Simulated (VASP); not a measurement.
Here is the system:

```
Eu
1.0
   -2.06217     2.14809     2.06217
    2.06217    -2.14809     2.06217
    2.06217     2.14809    -2.06217
Eu
1
Direct
  0.00000   0.00000   0.00000
```

The numbers are results of PBEsol GGA, VASP's PBE PAW potentials (set 64) (plane waves; VASP), not measurements. Numerical set-up: 480 eV cut-off, 12×12×12 Γ-centred mesh, first-order Methfessel-Paxton smearing of 0.10 eV, potentials Eu_2.

The 4f electrons are frozen in the core of the lanthanide potential, so 4f levels, which can set the real gap, and their magnetism are missing.

Question: Give the stress tensor in GPa (positive for a compressed cell).

Answer: 
```
1.52  0.00  0.00
0.00  1.11  0.00
0.00  0.00  1.52
```
The pressure is its mean diagonal, 1.38 GPa.

The compound is Eu in the bcc structure. This cell was strained or had an atom moved on purpose.
